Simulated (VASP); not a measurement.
Set up this calculation in VASP 6.6.1, as the native input.

```yaml
Task: relaxation of cell and atoms
Functional: PBE
Potentials_or_basis: VASP PAW PBE potentials, release 64 (Ba_sv, Zr_sv, O)
Cutoff: 520 eV
k_mesh: 10 × 10 × 10
Occupations: gaussian, width 0.1 eV
Spin: no spin polarisation
Further_INCAR_settings: ALGO = Normal; EDIFF = 1e-07; IBRION = 2; POTIM = 0.3; EDIFFG = -0.005; NSW = 60; ISIF = 3
```

The structure of BaZr2O3 lies in POSCAR:

```
BaZr2O3                                 
1.0
   -2.0521019183      2.0521019183      6.3807876206
    2.0521019183     -2.0521019183      6.3807876206
    2.0521019183      2.0521019183     -6.3807876206
  Ba              Zr              O             
     1     2     3
Direct
     0.0091924769325284    0.0091924769325284    0.0000000000000000
     0.7167870449924126    0.7167870449924126    0.0000000000000000
     0.3050586123484442    0.3050586123484442    0.0000000000000000
     0.4580335630873696    0.4580335630873696    0.0000000000000000
     0.1878987113196269    0.6878987113196268    0.5000000000000000
     0.6878987113196268    0.1878987113196269    0.5000000000000000
```

The cell was built by a generator and needn't be a form met in nature.

These files were run (other wordings do the same):

INCAR

```
ALGO = Normal ; EDIFF = 1E-7
EDIFFG = -0.005 ; ENCUT = 520
GGA = PE ; IBRION = 2
ISIF = 3 ; ISMEAR = 0
KPAR = 8 ; LASPH = T
LCHARG = F ; LREAL = F
LWAVE = F ; NELM = 120
NSW = 60 ; POTIM = 0.3
PREC = Accurate ; SIGMA = 0.1
```

KPOINTS

```
k-points
0
Gamma
  10 10 10
```

Potentials or basis: VASP PAW PBE potentials, release 64 (Ba_sv, Zr_sv, O).

Command:

```sh
$ cat potpaw_PBE.64/Ba_sv/POTCAR potpaw_PBE.64/Zr_sv/POTCAR potpaw_PBE.64/O/POTCAR > POTCAR
$ mpirun -np 8 vasp_std > vasp.out
```

It gave:

| Item | Value |
| --- | --- |
| Energy gained by relaxing | 0.0 meV/atom |
| Ionic steps | 2 |
| Pressure after relaxing | 0.0 GPa |
| Largest force after relaxing | 0.004 eV/Å |
| Band gap on the k mesh | none (metal or under the smearing width) |

Run time: 2.6 min on 8 MPI ranks on Intel(R) Xeon(R) Platinum 8488C (Sapphire Rapids), on a shared host, peak memory 0.64 GiB a rank.
